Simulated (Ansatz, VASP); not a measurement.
# AlPt3C: VASP beside Ansatz, part 2 of 2

Wanted: the spread between two codes on one cell, functional and k mesh. The cell is taken from a series of runs on this material, whose earlier steps may have relaxed, scaled, displaced or heated it; both programs get it as it stands.

VASP 6.6.1 and Ansatz 0.2.0.

So far: Set-up; Ansatz: relaxation of cell and atoms, PBEsol.

## (3) VASP: relaxation of cell and atoms, PBEsol

Level of this step: PBEsol; plane waves and PAW (Al, Pt, C) (VASP).

The same cell, functional, mesh and smearing now go to VASP, with its own data sets.

Lines of VASP's logs that name or quote its potential files are left out, and so is its time.

Contents of INCAR:

```
SYSTEM = AlPt3C
PREC = Accurate
ENCUT = 600
EDIFF = 1E-07
NELM = 120
ISMEAR = 1
SIGMA = 0.2
LREAL = .FALSE.
ALGO = Normal
GGA = PS
NBANDS = 47
LASPH = .TRUE.
LORBIT = 11
LWAVE = .FALSE.
LCHARG = .FALSE.
ISIF = 3
IBRION = 2
NSW = 80
EDIFFG = -0.005
GGA_COMPAT = .FALSE.
NELMIN = 4
KPAR = 2
```

Contents of POSCAR:

```
AlPt3C
1.0
   -4.1327500000      0.0000000000      0.0000000000
    0.0000000000     -4.1327500000     -4.1327500000
    0.0000000000     -4.1327500000      4.1327500000
Al Pt C
2 6 2
Direct
    0.0000000000      0.9957827113      0.0042172887
    0.0000000000      0.5042172887      0.4957827113
    0.0000000000      0.9612848588      0.4612848588
    0.0000000000      0.5387151412      0.0387151412
    0.5000000000      0.2500000000      0.7500000000
    0.5000000000      0.7500000000      0.2500000000
    0.5000000000      0.2500000000      0.2500000000
    0.5000000000      0.7500000000      0.7500000000
    0.5000000000      0.0060248019      0.5060248019
    0.5000000000      0.4939751981      0.9939751981
```

Contents of KPOINTS:

```
Automatic mesh
0
Gamma
10 6 6
0 0 0
```

Potentials, in the order of the species: Al, Pt and C (PBE family, release 64).

Command:

```sh
> mpirun -np 2 vasp_std
```

Numbers of over 12 decimals in the logs are rounded to 6 here.

The log of the run:

```text
[banner, memory and clock lines left out]
running    2 mpi-ranks, on    1 nodes
 distrk:  each k-point on    1 cores,    2 groups
 distr:  one band on    1 cores,    1 groups

 POSCAR found type information on POSCAR AlPtC
 POSCAR found :  3 types and      10 ions
|                                                                             |
|               ----> ADVICE to this user running VASP <----                  |
|                                                                             |
|     You enforced a specific xc type in the INCAR file but a different       |
|     [... a line on the potential file left out ...]
|     I HOPE YOU KNOW WHAT YOU ARE DOING!                                     |
|                                                                             |

 LDA part: xc-table for (Slater+PW92), standard interpolation
 POSCAR, INCAR and KPOINTS ok, starting setup
 FFT: planning ... GRIDC
 FFT: planning ... GRID_SOFT
 FFT: planning ... GRID
 WAVECAR not read
 entering main loop
       N       E                     dE             d eps       ncg     rms          rms(c)
DAV:   1     0.462940186882E+03    0.46294E+03   -0.39208E+04  7332   0.165E+03
DAV:   2    -0.430261870954E+02   -0.50597E+03   -0.48058E+03  7908   0.331E+02
DAV:   3    -0.719941979265E+02   -0.28968E+02   -0.27957E+02  9172   0.698E+01
DAV:   4    -0.726891161169E+02   -0.69492E+00   -0.69222E+00  8448   0.115E+01
DAV:   5    -0.727032674683E+02   -0.14151E-01   -0.14145E-01  8948   0.160E+00    0.438E+01
DAV:   6    -0.681756085146E+02    0.45277E+01   -0.23787E+01  8753   0.233E+01    0.196E+01
DAV:   7    -0.678228634901E+02    0.35275E+00   -0.25850E+00  8198   0.856E+00    0.115E+01
DAV:   8    -0.677645787818E+02    0.58285E-01   -0.82091E-01  8312   0.605E+00    0.247E+00
DAV:   9    -0.677037127467E+02    0.60866E-01   -0.26079E-01  8269   0.376E+00    0.501E-01
DAV:  10    -0.677010047753E+02    0.27080E-02   -0.32268E-02  8636   0.880E-01    0.278E-01
DAV:  11    -0.677006160231E+02    0.38875E-03   -0.29802E-03  8233   0.362E-01    0.143E-01
DAV:  12    -0.677004935268E+02    0.12250E-03   -0.95319E-04  8737   0.175E-01    0.588E-02
DAV:  13    -0.677004734717E+02    0.20055E-04   -0.10345E-04  8563   0.611E-02    0.163E-02
DAV:  14    -0.677004738677E+02   -0.39607E-06   -0.12233E-05  8588   0.162E-02    0.770E-03
DAV:  15    -0.677004739198E+02   -0.52115E-07   -0.10004E-06  8315   0.692E-03    0.426E-03
DAV:  16    -0.677004739667E+02   -0.46823E-07   -0.36425E-07  7004   0.403E-03
   1 F= -.67700474E+02 E0= -.67703114E+02  d E =-.677005E+02
[... from here on, the cycles between the ionic steps are left out ...]
   2 F= -.67764625E+02 E0= -.67766516E+02  d E =-.641507E-01
   6 F= -.67784521E+02 E0= -.67786323E+02  d E =-.460561E-02
   7 F= -.67785605E+02 E0= -.67787384E+02  d E =-.569019E-02
   8 F= -.67786085E+02 E0= -.67787792E+02  d E =-.479976E-03
   9 F= -.67786201E+02 E0= -.67787815E+02  d E =-.596139E-03
  10 F= -.67786249E+02 E0= -.67787892E+02  d E =-.643647E-03
  11 F= -.67786268E+02 E0= -.67787906E+02  d E =-.197301E-04
  12 F= -.67786276E+02 E0= -.67787916E+02  d E =-.275933E-04
  13 F= -.67786304E+02 E0= -.67787946E+02  d E =-.272449E-04
  14 F= -.67786304E+02 E0= -.67787946E+02  d E =-.273342E-04
 curvature:  -0.82 expect dE=-0.717E-05 dE for cont linesearch -0.339E-10
 trial: gam= 0.19851 g(F)=  0.662E-05 g(S)=  0.209E-05 ort = 0.649E-07 (trialstep = 0.915E+00)
 search vector abs. value=  0.128E-04
 bond charge predicted
       N       E                     dE             d eps       ncg     rms          rms(c)
DAV:   1    -0.677863140083E+02   -0.10334E-04   -0.56763E-04  7346   0.110E-01    0.171E-02
DAV:   2    -0.677863109486E+02    0.30597E-05   -0.22207E-05  8605   0.266E-02    0.797E-03
DAV:   3    -0.677863104321E+02    0.51647E-06   -0.29125E-06  8087   0.127E-02    0.539E-03
DAV:   4    -0.677863101554E+02    0.27675E-06   -0.69277E-07  7652   0.580E-03    0.214E-03
DAV:   5    -0.677863100560E+02    0.99363E-07   -0.10283E-07  4065   0.173E-03
  15 F= -.67786310E+02 E0= -.67787955E+02  d E =-.636813E-05
 trial-energy change:   -0.000006  1 .order   -0.000006   -0.000008   -0.000004
 step:   1.9853(harm=  1.9853)  dis= 0.00091  next Energy=   -67.786312 (dE=-0.866E-05)
 reached required accuracy - stopping structural energy minimisation
```

OUTCAR, selected parts (step 3):

```text
ion  position               nearest neighbor table
   1  0.000  0.996  0.004-   3 2.68   4 2.68   6 2.90   6 2.90   8 2.92   7 2.92   7 2.92   8 2.92
                             5 2.95   5 2.95   4 3.18   3 3.18
   2  0.000  0.504  0.496-   3 2.68   4 2.68   6 2.90   6 2.90   8 2.92   7 2.92   7 2.92   8 2.92
                             5 2.95   5 2.95   4 3.18   3 3.18
   3  0.000  0.961  0.461-   9 2.10   9 2.10   1 2.68   2 2.68   6 2.71   6 2.71   8 2.94   7 2.94
                             8 2.94   7 2.94   5 3.16   5 3.16   2 3.18   1 3.18
   4  0.000  0.539  0.039-  10 2.10  10 2.10   1 2.68   2 2.68   6 2.71   6 2.71   8 2.94   7 2.94
                             8 2.94   7 2.94   5 3.16   5 3.16   1 3.18   2 3.18
   5  0.500  0.250  0.750-   9 2.02  10 2.02   7 2.92   8 2.92   7 2.92   8 2.92   1 2.95   2 2.95
                             1 2.95   2 2.95   3 3.16   4 3.16   3 3.16   4 3.16
   6  0.500  0.750  0.250-   9 2.12  10 2.12   3 2.71   4 2.71   3 2.71   4 2.71   1 2.90   2 2.90
                             1 2.90   2 2.90   7 2.92   8 2.92   8 2.92   7 2.92
   7  0.500  0.250  0.250-   9 2.07  10 2.07   5 2.92   6 2.92   5 2.92   6 2.92   1 2.92   2 2.92
                             1 2.92   2 2.92   3 2.94   4 2.94   3 2.94   4 2.94
   8  0.500  0.750  0.750-   9 2.07  10 2.07   5 2.92   6 2.92   6 2.92   5 2.92   1 2.92   2 2.92
                             1 2.92   2 2.92   3 2.94   4 2.94   3 2.94   4 2.94
   9  0.500  0.006  0.506-   5 2.02   7 2.07   8 2.07   3 2.10   3 2.10   6 2.12
  10  0.500  0.494  0.994-   5 2.02   7 2.07   8 2.07   4 2.10   4 2.10   6 2.12

  LATTYP: Found a simple tetragonal cell.
 ALAT       =     5.8445910999
 C/A-ratio  =     0.7071067812

 Subroutine GETGRP returns: Found  8 space group operations
 (whereof  4 operations were pure point group operations)

The static configuration has the point symmetry C_2v.
 The point group associated with its full space group is D_2h.

 Found     78 irreducible k-points:

   k-points           NKPTS =     78   k-points in BZ     NKDIM =     78   number of bands    NBANDS=     47

   dimension x,y,z NGX =    36 NGY =   48 NGZ =   48
   dimension x,y,z NGXF=    72 NGYF=   96 NGZF=   96

   ENCUT  =  600.0 eV  44.10 Ry    6.64 a.u.   8.25 11.67 11.67*2*pi/ulx,y,z

   NELECT =      74.0000    total number of electrons

 k-points in reciprocal lattice and weights: Automatic mesh
   0.00000000  0.00000000  0.00000000       0.003
   0.10000000  0.00000000  0.00000000       0.006
   0.20000000  0.00000000  0.00000000       0.006
   0.30000000  0.00000000  0.00000000       0.006
   0.40000000  0.00000000  0.00000000       0.006
   0.50000000  0.00000000  0.00000000       0.003
   0.00000000  0.16666667  0.00000000       0.011
   0.10000000  0.16666667  0.00000000       0.022
   0.20000000  0.16666667  0.00000000       0.022
[...]
0.40000000  0.50000000  0.50000000       0.006
   0.50000000  0.50000000  0.50000000       0.003

 average (electrostatic) potential at core
       1 -71.3525       2 -71.3525       3 -64.4551       4 -64.4551       5 -64.1442
       6 -64.2331       7 -64.0868       8 -64.0868       9 -46.5266      10 -46.5266

 E-fermi :  10.0658

 k-point     1 :       0.0000    0.0000    0.0000
  band No.  band energies     occupation
    ...
     34       9.0369      2.00000
     35       9.1440      2.00000
     36       9.1932      2.00000
     37       9.6152      2.00650
     38       9.6303      2.00864
     39      11.5540     -0.00000
     40      11.6062     -0.00000
     41      11.9055     -0.00000
     42      12.2149     -0.00000
     43      12.5138     -0.00000
    ...

 k-point     2 :       0.1000    0.0000    0.0000
  band No.  band energies     occupation
    ...
     34       8.9599      2.00000
     35       9.1442      2.00000
     36       9.2727      2.00000
     37       9.6013      2.00492
     38       9.6151      2.00648
     39      11.4940     -0.00000
     40      11.5767     -0.00000
     41      11.7433     -0.00000
     42      11.7488     -0.00000
     43      12.7931     -0.00000
    ...

 k-point     3 :       0.2000    0.0000    0.0000
  band No.  band energies     occupation
    ...
     34       9.1070      2.00000
     35       9.1446      2.00000
     36       9.4792      2.00027
     37       9.5502      2.00162
     38       9.5601      2.00204
     39      11.0645     -0.00000
     40      11.1591     -0.00000
     41      12.1621     -0.00000
     42      12.2037     -0.00000
     43      12.6908     -0.00000
    ...

  Total        0.0028993     -0.0040526     -0.0028922      0.0000000      0.0000000      0.0000000
  in kB        0.0327174     -0.0457313     -0.0326368      0.0000000      0.0000000      0.0000000
  external PRESSURE =      -0.0152169 kB  Pullay stress =       0.0000000 kB

  energy-cutoff  :      600.00
  volume of cell :      141.98
      direct lattice vectors                 reciprocal lattice vectors
    -4.040205428  0.000000000  0.000000000    -0.247512167  0.000000000  0.000000000
     0.000000000 -4.224564844 -4.159223495     0.000000000 -0.118355385 -0.120214747
     0.000000000 -4.224564844  4.159223495     0.000000000 -0.118355385  0.120214747

 POSITION                                       TOTAL-FORCE (eV/Angst)
 -----------------------------------------------------------------------------------
      0.00000     -4.22456     -4.12111         0.000000     -0.000000      0.004596
      0.00000     -4.22456     -0.03811         0.000000     -0.000000     -0.004596
      0.00000     -5.99437     -2.07961         0.000000     -0.002834      0.000000
      0.00000     -2.45476     -2.07961         0.000000      0.002834      0.000000
     -2.02010     -4.22456      2.07961         0.000000     -0.000000      0.000000
     -2.02010     -4.22456     -2.07961         0.000000     -0.000000     -0.000000
     -2.02010     -2.11228      0.00000         0.000000     -0.000000      0.000000
     -2.02010     -6.33685      0.00000         0.000000     -0.000000      0.000000
     -2.02010     -2.14475      2.07961         0.000000     -0.003237      0.000000
     -2.02010     -6.30438      2.07961         0.000000      0.003237      0.000000
 -----------------------------------------------------------------------------------
    total drift:                               -0.000000     -0.000000      0.000000

  FREE ENERGIE OF THE ION-ELECTRON SYSTEM (eV)
  ---------------------------------------------------
  free  energy   TOTEN  =       -67.7863100560 eV

  energy  without entropy=      -67.7912434156  energy(sigma->0) =      -67.78795451

 reached required accuracy - stopping structural energy minimisation

 total charge
# of ion       s       p       d       tot
------------------------------------------
    1        0.351   0.287   0.000   0.638
    2        0.351   0.287   0.000   0.638
    3        0.642   0.702   8.214   9.558
    4        0.642   0.702   8.214   9.558
    5        0.634   0.577   8.160   9.371
    6        0.621   0.697   8.247   9.565
    7        0.597   0.615   8.235   9.447
    8        0.597   0.615   8.235   9.447
    9        0.835   1.513   0.000   2.347
   10        0.835   1.513   0.000   2.347
--------------------------------------------------
tot          6.104   7.507  49.305  62.916

[... 3 further parts left out ...]
```

CONTCAR:

```
AlPt3C
   1.00000000000000
    -4.0402054280573552    0.0000000000000000    0.0000000000000000
     0.0000000000000000   -4.2245648435279426   -4.1592234948800293
     0.0000000000000000   -4.2245648435279426    4.1592234948800293
  Al              Pt              C
     2     6     2
Direct
     0.0000000000000000    0.9954181840592246    0.0045818159407755
     0.0000000000000000    0.5045818159407754    0.4954181840592245
     0.0000000000000000    0.9594657781999391    0.4594657781999392
     0.0000000000000000    0.5405342218000609    0.0405342218000608
     0.5000000000000000    0.2500000000000000    0.7500000000000000
     0.5000000000000000    0.7500000000000000    0.2500000000000000
     0.5000000000000000    0.2500000000000000    0.2500000000000000
     0.5000000000000000    0.7500000000000000    0.7500000000000000
     0.5000000000000000    0.0038424533939917    0.5038424533939917
     0.5000000000000000    0.4961575466060083    0.9961575466060083
```

The run keeps the 8 symmetry operations of its start, so it cannot find a distortion of lower symmetry.

## (4) Comparison

Known differences besides the potentials themselves: the data sets hold 122 valence electrons in Ansatz (on its PAW soft_1 files) and 74 in VASP; the cutoff is 420 eV in Ansatz and 600 eV in VASP; Ansatz makes its cores anew for this functional, VASP keeps those of its PBE data sets; Ansatz adds a Pulay correction to the stress that steers its cell, VASP none. Total energies have different zeros and are not compared.

Compared:

| quantity | Ansatz | VASP | difference |
| --- | --- | --- | --- |
| volume (Å³) | 141.87 | 141.98 | -0.08 % |
| edge a after relaxation, in the typed setting (Å) | 4.039 | 4.040 | -0.03 % |
| edge b after relaxation, in the typed setting (Å) | 5.927 | 5.928 | -0.02 % |

## (5) Summary of results

```json
{
  "difference in volume (relaxation of cell and atoms, PBEsol)": "-0.076 %"
}
```

What this shows: The difference in volume is -0.076 % (relaxation of cell and atoms, PBEsol), within the 1.2 % picked in this series as the mark of a large difference, as far as the stopping tolerances let one tell. The data sets hold unlike numbers of valence electrons (122 in Ansatz and 74 in VASP), so part of the differences comes from the potentials. How closely two codes agree says nothing of how well the functional describes the real material.

[Lines on the potential files, build, host, timing and source positions are cut from VASP's logs without a mark.]

[Logs are printed without paths, hosts, clocks, repeated set-up lines and the standing remarks that a program may print on its own settings, such as how far it seeks lower states.]

[Hosts, paths, dates, database ids (printed as entryN), source tags and the programs' standing remarks are cut or masked in the printed files.]
